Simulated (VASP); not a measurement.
Method: PBE GGA, VASP's PBE PAW potentials (set 64) (plane waves; VASP).

The input files of a VASP run:

POSCAR:
```
Si3N4
1
    0.0000000000     4.0353300000     4.0353300000
    4.0353300000     0.0000000000     4.0353300000
    4.0353300000     4.0353300000     0.0000000000
Si N
6 8
Direct
  0.1250000000   0.1250000000   0.1250000000
  0.6250000000   0.1250000000   0.1250000000
  0.1250000000   0.6250000000   0.1250000000
  0.1250000000   0.1250000000   0.6250000000
  0.7500000000   0.7500000000   0.7500000000
  0.5000000000   0.5000000000   0.5000000000
  0.3626000000   0.3626000000   0.3626000000
  0.9122000000   0.3626000000   0.3626000000
  0.3626000000   0.9122000000   0.3626000000
  0.3626000000   0.3626000000   0.9122000000
  0.8874000000   0.8874000000   0.8874000000
  0.3378000000   0.8874000000   0.8874000000
  0.8874000000   0.3378000000   0.8874000000
  0.8874000000   0.8874000000   0.3378000000
```

INCAR:
```
ALGO = Normal
EDIFF = 1E-09
ENCUT = 560
GGA = PE
ISIF = 2
ISMEAR = -1
LASPH = T
LCHARG = F
LREAL = Auto
LWAVE = F
NELM = 100
PREC = Accurate
SIGMA = 0.1
SYSTEM = Si3N4
```

File KPOINTS:
```
Automatic mesh
0
Gamma
9 9 9
0 0 0
```

POTCAR, in this order: Si N (PBE.64 set). Program: vasp_std.

What VASP printed:

**OSZICAR**
```
       N       E                     dE             d eps       ncg     rms          rms(c)
DAV:   1     0.293282359219E+03    0.29328E+03   -0.33832E+04  2800   0.159E+03
DAV:   2    -0.100893625593E+03   -0.39418E+03   -0.37749E+03  3600   0.312E+02
DAV:   3    -0.122949792203E+03   -0.22056E+02   -0.21848E+02  3368   0.815E+01
DAV:   4    -0.123344242386E+03   -0.39445E+00   -0.39244E+00  3392   0.111E+01
DAV:   5    -0.123354579594E+03   -0.10337E-01   -0.10333E-01  3288   0.161E+00    0.237E+01
DAV:   6    -0.110828310720E+03    0.12526E+02   -0.51780E+01  3272   0.309E+01    0.104E+01
DAV:   7    -0.110924618341E+03   -0.96308E-01   -0.21473E+00  3624   0.759E+00    0.529E+00
DAV:   8    -0.110907073287E+03    0.17545E-01   -0.88721E-02  3304   0.176E+00    0.181E+00
DAV:   9    -0.110909396291E+03   -0.23230E-02   -0.15610E-02  3368   0.789E-01    0.315E-01
DAV:  10    -0.110910266519E+03   -0.87023E-03   -0.24719E-03  3304   0.238E-01    0.129E-01
DAV:  11    -0.110910374585E+03   -0.10807E-03   -0.87171E-04  3368   0.140E-01    0.293E-02
DAV:  12    -0.110910363885E+03    0.10701E-04   -0.52056E-05  3360   0.392E-02    0.106E-02
DAV:  13    -0.110910365644E+03   -0.17596E-05   -0.11092E-05  3672   0.152E-02    0.542E-03
DAV:  14    -0.110910365614E+03    0.30042E-07   -0.12062E-06  3376   0.524E-03    0.169E-03
DAV:  15    -0.110910365504E+03    0.11044E-06   -0.11357E-07  3304   0.185E-03    0.677E-04
DAV:  16    -0.110910365530E+03   -0.26547E-07   -0.47388E-08  3352   0.103E-03    0.288E-04
DAV:  17    -0.110910365540E+03   -0.10039E-07   -0.77440E-09  3296   0.421E-04    0.298E-04
DAV:  18    -0.110910365544E+03   -0.37235E-08   -0.14085E-09  2208   0.171E-04    0.807E-05
DAV:  19    -0.110910365547E+03   -0.26703E-08   -0.17077E-10  2176   0.114E-04    0.421E-05
DAV:  20    -0.110910365548E+03   -0.11569E-08   -0.36682E-11  2128   0.300E-05    0.257E-05
DAV:  21    -0.110910365548E+03   -0.41473E-09   -0.67398E-12  2000   0.191E-05
   1 F= -.11091037E+03 E0= -.11091037E+03  d E =-.890109E-07
```

### OUTCAR
```
------------------------ aborting loop because EDIFF is reached ----------------------------------------
  FORCE on cell =-STRESS in cart. coord.  units (eV):
  Direction    XX          YY          ZZ          XY          YZ          ZX
  --------------------------------------------------------------------------------------
  Total      -17.7178145    -17.7178145    -17.7178145      0.0000000     -0.0000000      0.0000000
  in kB     -215.9999098   -215.9999098   -215.9999098      0.0000000     -0.0000000      0.0000000
  external PRESSURE =    -215.9999098 kB  Pullay stress =       0.0000000 kB
  volume of cell :      131.42
      direct lattice vectors                 reciprocal lattice vectors
     0.000000000  4.035330000  4.035330000    -0.123905604  0.123905604  0.123905604
     4.035330000  0.000000000  4.035330000     0.123905604 -0.123905604  0.123905604
     4.035330000  4.035330000  0.000000000     0.123905604  0.123905604 -0.123905604
 POSITION                                       TOTAL-FORCE (eV/Angst)
 -----------------------------------------------------------------------------------
      1.00883      1.00883      1.00883         0.000000      0.000000      0.000000
      1.00883      3.02650      3.02650         0.000000      0.000000      0.000000
      3.02650      1.00883      3.02650         0.000000      0.000000      0.000000
      3.02650      3.02650      1.00883         0.000000      0.000000      0.000000
      6.05300      6.05300      6.05300         0.000000      0.000000      0.000000
      4.03533      4.03533      4.03533         0.000000      0.000000      0.000000
      2.92642      2.92642      2.92642         1.092418      1.092418      1.092418
      2.92642      5.14424      5.14424         1.092418     -1.092418     -1.092418
      5.14424      2.92642      5.14424        -1.092418      1.092418     -1.092418
      5.14424      5.14424      2.92642        -1.092418     -1.092418      1.092418
      7.16190      7.16190      7.16190        -1.092418     -1.092418     -1.092418
      7.16190      4.94409      4.94409        -1.092418      1.092418      1.092418
      4.94409      7.16190      4.94409         1.092418     -1.092418      1.092418
      4.94409      4.94409      7.16190         1.092418      1.092418     -1.092418
 -----------------------------------------------------------------------------------
    total drift:                                0.000000      0.000000      0.000000
  FREE ENERGIE OF THE ION-ELECTRON SYSTEM (eV)
  ---------------------------------------------------
  free  energy   TOTEN  =      -110.9103655482 eV

  energy  without entropy=     -110.9103654592  energy(sigma->0) =     -110.91036550
```
(Selected blocks of OUTCAR.)

The structure was generated: Si3N4 was put into an ordered model structure, which need not be its known phase. The cell was not relaxed at this level. The run is one of a series of settings (EDIFF = 1E-09, ENCUT = 560, KPOINTS 9×9×9 Γ-centred mesh against the base run), some of them coarse on purpose.
